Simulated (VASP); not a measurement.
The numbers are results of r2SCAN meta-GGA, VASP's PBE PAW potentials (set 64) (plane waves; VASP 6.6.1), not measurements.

The input files of a VASP run:

KPOINTS:
```
Automatic
0
G
16 16 16
```

File KPOINTS_OPT:
```
k-points along high-symmetry lines
10
Line-mode
Reciprocal
  0.000000   0.000000   0.000000 ! GAMMA
  0.000000   0.500000   0.000000 ! X

  0.000000   0.500000   0.000000 ! X
  0.500000   0.500000   0.000000 ! M

  0.500000   0.500000   0.000000 ! M
  0.000000   0.000000   0.000000 ! GAMMA

  0.000000   0.000000   0.000000 ! GAMMA
  0.500000   0.500000   0.500000 ! R

  0.500000   0.500000   0.500000 ! R
  0.000000   0.500000   0.000000 ! X

  0.500000   0.500000   0.500000 ! R
  0.500000   0.500000   0.000000 ! M
```

**INCAR**
```
SYSTEM = NiO
PREC = Accurate
ENCUT = 520
EDIFF = 1E-7
NELM = 100
ALGO = Normal
LREAL = .FALSE.
LASPH = .TRUE.
ISMEAR = -5
METAGGA = R2SCAN
LMIXTAU = .TRUE.
LMAXMIX = 4
ISPIN = 2
MAGMOM = -1.5 -0.5
LORBIT = 11
LWAVE = .FALSE.
LCHARG = .FALSE.
NEDOS = 601
ISIF = 2
```

### POSCAR
```
NiO
1
    2.5874810725     0.0000000000    -0.0000000000
   -0.0000000000     2.5874810725    -0.0000000000
   -0.0000000000     0.0000000000     2.5874810725
Ni O
1 1
Direct
  0.0000000000   0.0000000000   0.0000000000
  0.5000000000   0.5000000000   0.5000000000
```

POTCAR, in this order: Ni O (PBE.64 set). Program: vasp_std.

Output

### OSZICAR
```
       N       E                     dE             d eps       ncg     rms          rms(c)
DAV:   1     0.759380013094E+02    0.75938E+02   -0.83481E+03  8876   0.165E+03
DAV:   2    -0.189968176188E+02   -0.94935E+02   -0.83281E+02  9095   0.294E+02
DAV:   3    -0.245361074090E+02   -0.55393E+01   -0.54260E+01  9485   0.802E+01
DAV:   4    -0.245965080931E+02   -0.60401E-01   -0.60364E-01 10270   0.818E+00
DAV:   5    -0.245977674992E+02   -0.12594E-02   -0.12598E-02  9946   0.122E+00    0.149E+01
DAV:   6    -0.210513861061E+02    0.35464E+01   -0.33691E+01  9981   0.113E+02    0.279E+01
DAV:   7    -0.183262572358E+02    0.27251E+01   -0.91272E+00 10323   0.882E+01    0.785E+00
DAV:   8    -0.183932081142E+02   -0.66951E-01   -0.95059E-01 12046   0.133E+01    0.299E+00
DAV:   9    -0.184136425347E+02   -0.20434E-01   -0.45432E-01 11549   0.107E+01    0.196E+00
DAV:  10    -0.184143346466E+02   -0.69211E-03   -0.44212E-02 10370   0.468E+00    0.794E-01
DAV:  11    -0.184242568304E+02   -0.99222E-02   -0.16693E-02 10367   0.151E+00    0.379E-01
DAV:  12    -0.184250714343E+02   -0.81460E-03   -0.39478E-03 12265   0.125E+00    0.203E-01
DAV:  13    -0.184255730964E+02   -0.50166E-03   -0.12807E-03 12321   0.779E-01    0.977E-02
DAV:  14    -0.184255936810E+02   -0.20585E-04   -0.19313E-04 12087   0.343E-01    0.606E-02
DAV:  15    -0.184256391431E+02   -0.45462E-04   -0.62858E-05 11306   0.161E-01    0.166E-02
DAV:  16    -0.184256353704E+02    0.37727E-05   -0.17950E-05 12056   0.659E-02    0.600E-03
DAV:  17    -0.184256338627E+02    0.15076E-05   -0.21062E-06 12435   0.323E-02    0.192E-03
DAV:  18    -0.184256342154E+02   -0.35265E-06   -0.36683E-07  7212   0.111E-02    0.191E-03
DAV:  19    -0.184256322797E+02    0.19357E-05   -0.19482E-07  5820   0.913E-03    0.770E-04
DAV:  20    -0.184256323245E+02   -0.44787E-07   -0.24034E-08  4530   0.283E-03
   1 F= -.18425632E+02 E0= -.18425632E+02  d E =0.000000E+00  mag=    -2.0000
       N       E                     dE             ncg
```

**OUTCAR**
```
------------------------ aborting loop because EDIFF is reached ----------------------------------------
  FORCE on cell =-STRESS in cart. coord.  units (eV):
  Direction    XX          YY          ZZ          XY          YZ          ZX
  --------------------------------------------------------------------------------------
  Total        0.0236111      0.0236111      0.0236111      0.0000000      0.0000000     -0.0000000
  in kB        2.1837082      2.1837082      2.1837082      0.0000000      0.0000000     -0.0000000
  external PRESSURE =       2.1837082 kB  Pullay stress =       0.0000000 kB
  volume of cell :       17.32
      direct lattice vectors                 reciprocal lattice vectors
     2.587481073  0.000000000  0.000000000     0.386476257  0.000000000  0.000000000
     0.000000000  2.587481073  0.000000000     0.000000000  0.386476257  0.000000000
     0.000000000  0.000000000  2.587481073     0.000000000  0.000000000  0.386476257
 POSITION                                       TOTAL-FORCE (eV/Angst)
 -----------------------------------------------------------------------------------
      0.00000      0.00000      0.00000         0.000000      0.000000      0.000000
      1.29374      1.29374      1.29374         0.000000      0.000000      0.000000
 -----------------------------------------------------------------------------------
    total drift:                               -0.000000      0.000000      0.000000
  FREE ENERGIE OF THE ION-ELECTRON SYSTEM (eV)
  ---------------------------------------------------
  free  energy   TOTEN  =       -18.4256323245 eV

  energy  without entropy=      -18.4256323245  energy(sigma->0) =      -18.42563232

 total charge

# of ion       s       p       d       tot
------------------------------------------
    1        0.309   0.365   8.256   8.930
    2        1.590   3.364   0.000   4.955
--------------------------------------------------
tot          1.900   3.730   8.256  13.885

 magnetization (x)

# of ion       s       p       d       tot
------------------------------------------
    1        0.011   0.007  -1.501  -1.483
    2       -0.014  -0.473   0.000  -0.488
--------------------------------------------------
tot         -0.003  -0.466  -1.501  -1.971
```
(Selected blocks of OUTCAR.)

For a metal the tetrahedron method with Blöchl corrections gives inexact stress and forces.

The structure was generated: NiO was put into the CsCl type (Pm-3m), which need not be its known phase. It was relaxed first, which changed the volume by +17 %.
